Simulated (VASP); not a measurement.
# Te3Au (P4/mmm) in VASP: single point with LDA

Aim: the single point of Te3Au with LDA.

All numbers are computed with VASP 6.6.1; they aren't measurements. Logs are shortened: lines on timing, memory, paths and dates and some standing lists are left out, and cuts for length are marked.

### 1 The crystal as given

The structure is tetragonal, space group P4/mmm (No. 123). The conventional cell has a = 3.103 Å, b = 3.103 Å, c = 12.940 Å, α = 90.00°, β = 90.00°, γ = 90.00°. Around Te (site symmetry 4mm) lie 1 Au at 2.62 Å. Around Te (site symmetry 4/mmm) lie 4 Te at 3.10 Å. Around Au (site symmetry 4/mmm) lie 2 Te at 2.62 Å.

The cell comes from a database or a generator and needn't be the stable form of this composition.

### 2 Single point, LDA

INCAR

```
SYSTEM = Te3Au
PREC = Accurate
ENCUT = 520
EDIFF = 1E-7
ISMEAR = -1
SIGMA = 0.1
LREAL = .FALSE.
LASPH = .TRUE.
NELM = 60
ALGO = Normal
ISIF = 2
LWAVE = .FALSE.
LCHARG = .FALSE.
GGA = CA
NBANDS = 22
```

KPOINTS

```
regular mesh
0
G
  6 6 2
  0 0 0
```

POSCAR

```
Te3Au
1.0
    3.1026000000      0.0000000000      0.0000000000
    0.0000000000      3.1026000000      0.0000000000
    0.0000000000      0.0000000000     12.9395000000
Te Au
3 1
Direct
    0.0000000000      0.0000000000      0.2025000000
    0.0000000000      0.0000000000      0.5000000000
    0.0000000000      0.0000000000      0.7975000000
    0.0000000000      0.0000000000      0.0000000000
```

Potentials or basis: VASP PAW LDA potentials, release 64 (Te, Au).

Command:

```
$ cat potpaw_LDA.64/Te/POTCAR potpaw_LDA.64/Au/POTCAR > POTCAR
$ mpirun -np 1 vasp_std > vasp.out
```

OUTCAR:

```text
SYSTEM = Te3Au
   PREC = Accurate
   ENCUT = 520
   EDIFF = 1E-7
   ISMEAR = -1
   LREAL = .FALSE.
   LASPH = .TRUE.
   NELM = 60
   ISIF = 2
   GGA = CA

 ion  position               nearest neighbor table
   1  0.000  0.000  0.203-   4 2.62
   2  0.000  0.000  0.500-
   3  0.000  0.000  0.797-   4 2.62
   4  0.000  0.000  0.000-   1 2.62   3 2.62

  LATTYP: Found a simple tetragonal cell.
 ALAT       =     3.1026000000
 C/A-ratio  =     4.1705343905

  Lattice vectors:

 A1 = (   3.1026000000,   0.0000000000,   0.0000000000)
 A2 = (   0.0000000000,   3.1026000000,   0.0000000000)
 A3 = (   0.0000000000,   0.0000000000,  12.9395000000)

Analysis of symmetry for initial positions (statically):
=====================================================================
 Subroutine PRICEL returns:
 Original cell was already a primitive cell.

 Routine SETGRP: Setting up the symmetry group for a
 simple tetragonal supercell.

 Subroutine GETGRP returns: Found 16 space group operations
 (whereof 16 operations were pure point group operations)
 out of a pool of 16 trial point group operations.

The static configuration has the point symmetry D_4h.

Analysis of symmetry for dynamics (positions and initial velocities):
=====================================================================
 Subroutine PRICEL returns:
 Original cell was already a primitive cell.

 Routine SETGRP: Setting up the symmetry group for a
 simple tetragonal supercell.

 Subroutine GETGRP returns: Found 16 space group operations
 (whereof 16 operations were pure point group operations)
 out of a pool of 16 trial point group operations.

The dynamic configuration has the point symmetry D_4h.

 Subroutine INISYM returns: Found 16 space group operations
 (whereof 16 operations are pure point group operations),
 and found     1 'primitive' translations

----------------------------------------------------------------------------------------

                                     Primitive cell

  volume of cell :     124.5573

  direct lattice vectors                    reciprocal lattice vectors
     3.102600000  0.000000000  0.000000000     0.322310320  0.000000000  0.000000000
     0.000000000  3.102600000  0.000000000     0.000000000  0.322310320  0.000000000
     0.000000000  0.000000000 12.939500000     0.000000000  0.000000000  0.077282739

  length of vectors
     3.102600000  3.102600000 12.939500000     0.322310320  0.322310320  0.077282739

  position of ions in fractional coordinates (direct lattice)
     0.000000000  0.000000000  0.202500000
     0.000000000  0.000000000  0.500000000
     0.000000000  0.000000000  0.797500000
     0.000000000  0.000000000  0.000000000

  ion indices of the primitive-cell ions
   primitive index   ion index
                 1           1
                 2           2
                 3           3
                 4           4

----------------------------------------------------------------------------------------

 KPOINTS: regular mesh

Automatic generation of k-mesh.
 Grid dimensions read from file:
 generate k-points for:    6    6    2

 Generating k-lattice:

  Cartesian coordinates                     Fractional coordinates (reciprocal lattice)
     0.053718387  0.000000000  0.000000000     0.166666667  0.000000000  0.000000000
     0.000000000  0.053718387  0.000000000     0.000000000  0.166666667  0.000000000
     0.000000000  0.000000000  0.038641369     0.000000000  0.000000000  0.500000000

  Length of vectors
     0.053718387  0.053718387  0.038641369

  Shift w.r.t. Gamma in fractional coordinates (k-lattice)
     0.000000000  0.000000000  0.000000000

 Subroutine IBZKPT returns following result:
 ===========================================

 Found     20 irreducible k-points:

 Following reciprocal coordinates:
            Coordinates               Weight
  0.000000  0.000000  0.000000      1.000000
  0.166667  0.000000  0.000000      4.000000
  0.333333  0.000000  0.000000      4.000000
  0.500000  0.000000  0.000000      2.000000
  0.166667  0.166667  0.000000      4.000000
  0.333333  0.166667  0.000000      8.000000
[... 12 lines left out ...]
  0.500000  0.333333  0.500000      4.000000
  0.500000  0.500000  0.500000      1.000000
   k-points           NKPTS =     20   k-points in BZ     NKDIM =     20   number of bands    NBANDS=     22
   number of dos      NEDOS =    301   number of ions     NIONS =      4
   total plane-waves  NPLWV =  55296
   dimension x,y,z NGX =    24 NGY =   24 NGZ =   96
   dimension x,y,z NGXF=    48 NGYF=   48 NGZF=  192
   ions per type =               3   1
   NGX,Y,Z   is equivalent  to a cutoff of  12.86, 12.86, 12.33 a.u.
   NGXF,Y,Z  is equivalent  to a cutoff of  25.72, 25.72, 24.67 a.u.
 SYSTEM =  Te3Au
   PREC   = accura    normal or accurate (medium, high low for compatibility)
   ISTART =      0    job   : 0-new  1-cont  2-samecut
   ICHARG =      2    charge: 1-file 2-atom 10-const
   ISPIN  =      1    spin polarized calculation?
   LNONCOLLINEAR =      F non collinear calculations
   LSORBIT =      F    spin-orbit coupling
   LASPH  =      T    aspherical Exc in radial PAW
   ENCUT  =  520.0 eV  38.22 Ry    6.18 a.u.   5.77  5.77 24.06*2*pi/ulx,y,z
   NELM   =     60;   NELMIN=  2; NELMDL= -5     # of ELM steps
   EDIFF  = 0.1E-06   stopping-criterion for ELM
   LREAL  =      F    real-space projection
   EDIFFG = 0.1E-05   stopping-criterion for IOM
   NSW    =      0    number of steps for IOM
   IBRION =     -1    ionic relax: 0-MD 1-quasi-New 2-CG
   NFREE  =      0    steps in history (QN), initial steepest desc. (CG)
   ISIF   =      2    stress and relaxation
   ISYM   =      2    0-nonsym 1-usesym 2-fastsym
   POTIM  = 0.5000    time-step for ionic-motion
   TEBEG  =    0.0;   TEEND  =   0.0 temperature during run
   PSTRESS=    0.0 pullay stress
   NELECT =      29.0000    total number of electrons
   NUPDOWN=      -1.0000    fix difference up-down
   EMIN   =  10.00;   EMAX   =-10.00  energy-range for DOS
   EFERMI =   0.00;   METHOD = LEGACY
   ISMEAR =    -1;   SIGMA  =   0.10  broadening in eV -4-tet -1-fermi 0-gaus
   EFERMI_NEDOS =   21; number of points for ismear=-14 and -15
   IALGO  =     38    algorithm
   IMIX   =      4    mixing-type and parameters
     AMIX     =   0.40;   BMIX     =  1.00
     AMIX_MAG =   1.60;   BMIX_MAG =  1.00
  volume/ion in A,a.u.               =      31.14       210.14
  Fermi-wavevector in a.u.,A,eV,Ry     =   1.007128  1.903195 13.800469  1.014306
  Thomas-Fermi vector in A             =   2.139913
   LORBIT       =      0    0 simple, 1 ext, 2 COOP (PROOUT), +10 PAW based schemes
   GGA     = CA    functional components
   LHFCALC =     F    Hartree Fock is set to
   AEXX    =    0.0000 exact exchange contribution
   IVDW    =     0    specifies the selected vdW correction
   LEPSILON=     F    determine dielectric tensor
   LRPA    =     F    only Hartree local field effects (RPA)
 non-spin polarized calculation
  energy-cutoff  :      520.00
  volume of cell :      124.56
 maximum number of plane-waves:      3400
 NGX is ok and might be reduce to    24
   NGX = 11   NGY = 11   NGZ = 49

 number of electron      28.9999996 magnetization

 Free energy of the ion-electron system (eV)
  ---------------------------------------------------
  ext. energy  EPLUGINS =         0.00000000
  ---------------------------------------------------
  free energy    TOTEN  =       -15.28746679 eV

  energy without entropy =      -15.20369518  energy(sigma->0) =      -15.24558098

 E-fermi :   5.7384     XC(G=0):  -9.5985

 val. band max:        5.7112767099   @ k =   0.1667   0.1667   0.0000
 cond. band min:       5.7538969050   @ k =   0.1667   0.1667   0.5000
 fundamental gap:      0.0426201951
 Fermi energy:         5.7383688671

 k-point     1 :       0.0000    0.0000    0.0000
  band No.  band energies     occupation
      1      -7.8295      2.00000
      2      -7.5697      2.00000
      3      -7.0677      2.00000
      4      -0.6599      2.00000
      5       0.4074      2.00000
      6       1.0018      2.00000
[... 14 lines left out ...]
     21      12.6214      0.00000
     22      12.6606      0.00000

 k-point     2 :       0.1667    0.0000    0.0000
  band No.  band energies     occupation
      1      -7.4768      2.00000
      2      -7.2109      2.00000
      3      -6.7039      2.00000
      4      -0.3415      2.00000
      5       0.6334      2.00000
      6       1.2318      2.00000
[... 14 lines left out ...]
     21      13.2380      0.00000
     22      13.3793      0.00000

 k-point     3 :       0.3333    0.0000    0.0000
  band No.  band energies     occupation
      1      -6.5612      2.00000
      2      -6.2641      2.00000
      3      -5.7422      2.00000
      4       0.1734      2.00000
      5       0.5705      2.00000
      6       0.9232      2.00000
[... 14 lines left out ...]
     21      13.0664      0.00000
     22      13.1951      0.00000

 k-point     4 :       0.5000    0.0000    0.0000
  band No.  band energies     occupation
      1      -5.8926      2.00000
      2      -5.5460      2.00000
      3      -5.0112      2.00000
      4      -0.5349      2.00000
      5      -0.1364      2.00000
      6       0.4304      2.00000
[... 14 lines left out ...]
     21      11.4494      0.00000
     22      12.4329      0.00000

 k-point     5 :       0.1667    0.1667    0.0000
  band No.  band energies     occupation
      1      -7.1245      2.00000
      2      -6.8517      2.00000
      3      -6.3393      2.00000
      4      -0.0733      2.00000
      5       1.0285      2.00000
      6       1.3896      2.00000
[... 14 lines left out ...]
     21      13.6393      0.00000
     22      13.7979      0.00000

 k-point     6 :       0.3333    0.1667    0.0000
  band No.  band energies     occupation
      1      -6.2099      2.00000
      2      -5.9026      2.00000
      3      -5.3746      2.00000
      4       0.3460      2.00000
      5       0.7441      2.00000
      6       1.4560      2.00000
[... 14 lines left out ...]
     21      13.2628      0.00000
     22      13.3970      0.00000

 k-point     7 :       0.5000    0.1667    0.0000
  band No.  band energies     occupation
      1      -5.5421      2.00000
      2      -5.1806      2.00000
      3      -4.6389      2.00000
      4      -0.2769      2.00000
      5       0.1868      2.00000
      6       0.6836      2.00000
[... 224 lines left out ...]
      6       1.4450      2.00000
[... 14 lines left out ...]
     21      11.7600      0.00000
     22      12.5344      0.00000

 k-point    17 :       0.5000    0.1667    0.5000
  band No.  band energies     occupation
      1      -5.5252      2.00000
      2      -5.2175      2.00000
      3      -4.6151      2.00000
      4      -0.2893      2.00000
      5       0.2331      2.00000
      6       0.6285      2.00000
[... 14 lines left out ...]
     21      10.7793      0.00000
     22      12.8501      0.00000

 k-point    18 :       0.3333    0.3333    0.5000
  band No.  band energies     occupation
      1      -5.2801      2.00000
      2      -4.9787      2.00000
      3      -4.3718      2.00000
      4       0.6205      2.00000
      5       1.0474      2.00000
      6       1.1154      2.00000
[... 14 lines left out ...]
     21      11.0114      0.00000
     22      11.3627      0.00000

 k-point    19 :       0.5000    0.3333    0.5000
  band No.  band energies     occupation
      1      -4.6168      2.00000
      2      -4.2352      2.00000
      3      -3.6114      2.00000
      4       0.2756      2.00000
      5       0.9312      2.00000
      6       0.9831      2.00000
[... 14 lines left out ...]
     21      10.1805      0.00000
     22      10.3988      0.00000

 k-point    20 :       0.5000    0.5000    0.5000
  band No.  band energies     occupation
      1      -3.9542      2.00000
      2      -3.4583      2.00000
      3      -2.8138      2.00000
      4       0.5706      2.00000
      5       0.5706      2.00000
      6       1.1686      2.00000
[... 14 lines left out ...]
     21       9.0982      0.00000
     22       9.1184      0.00000

------------------------ aborting loop because EDIFF is reached ----------------------------------------

  FORCE on cell =-STRESS in cart. coord.  units (eV):
  Direction    XX          YY          ZZ          XY          YZ          ZX
  --------------------------------------------------------------------------------------
  -------------------------------------------------------------------------------------
  Total       -1.8240334     -1.8240334     -2.8514179      0.0000000     -0.0000000      0.0000000
  in kB      -23.4625012    -23.4625012    -36.6777242      0.0000000     -0.0000000      0.0000000
  external PRESSURE =     -27.8675755 kB  Pullay stress =       0.0000000 kB

 VOLUME and BASIS-vectors are now :
 -----------------------------------------------------------------------------
  energy-cutoff  :      520.00
  volume of cell :      124.56
      direct lattice vectors                 reciprocal lattice vectors
     3.102600000  0.000000000  0.000000000     0.322310320  0.000000000  0.000000000
     0.000000000  3.102600000  0.000000000     0.000000000  0.322310320  0.000000000
     0.000000000  0.000000000 12.939500000     0.000000000  0.000000000  0.077282739

 POSITION                                       TOTAL-FORCE (eV/Angst)
 -----------------------------------------------------------------------------------
      0.00000      0.00000      2.62025         0.000000     -0.000000     -0.196295
      0.00000      0.00000      6.46975         0.000000      0.000000     -0.000000
      0.00000      0.00000     10.31925        -0.000000      0.000000      0.196295
      0.00000      0.00000      0.00000         0.000000      0.000000     -0.000000
 -----------------------------------------------------------------------------------
    total drift:                                0.000000     -0.000000      0.000000

  FREE ENERGIE OF THE ION-ELECTRON SYSTEM (eV)
  ---------------------------------------------------
  free  energy   TOTEN  =       -15.2874667883 eV

  energy  without entropy=      -15.2036951759  energy(sigma->0) =      -15.24558098
```

Wall time 37 s (1 thread of Intel Xeon Platinum 8488C (Sapphire Rapids), shared host); peak memory 0.21 GiB.

Results:

| Property | Result |
| --- | --- |
| Free energy | -15.2875 eV |
| Pressure | -2.8 GPa |
| Largest force | 0.196 eV/Å |
| Band gap on the k mesh | none (metal or under the smearing width) |

Forces in eV/Å, atoms in the order of the input:
```
Te   0.000  0.000 -0.196
Te   0.000  0.000  0.000
Te   0.000  0.000  0.196
Au   0.000  0.000  0.000
```

Levels at points of the mesh, in eV from the Fermi level:
```
           k point  band 10  band 11  band 12  band 13  band 14  band 15  band 16  band 17  band 18  band 19
(0.00, 0.00, 0.00)    -2.55    -2.47     0.42     2.04     2.04     2.41     2.41     2.58     2.58     5.73
(0.50, 0.00, 0.00)    -3.44    -3.25    -2.78    -1.02    -0.64     0.61     3.03     3.28     3.63     3.96
(0.50, 0.50, 0.00)    -3.60    -3.60    -3.02    -3.02    -1.93    -1.00     0.62     1.07     2.73     2.83
(0.00, 0.00, 0.50)    -3.26    -2.55     1.27     2.07     2.07     2.33     2.33     2.63     2.63     3.94
(0.50, 0.00, 0.50)    -3.44    -3.25    -2.28    -1.65    -0.63     0.56     3.58     3.65     3.69     3.90
(0.50, 0.50, 0.50)    -3.67    -3.67    -2.98    -2.98    -1.93    -0.55    -0.05     1.26     2.66     2.96
```

Spin-orbit coupling is left out, which matters for the levels of Au, Te.
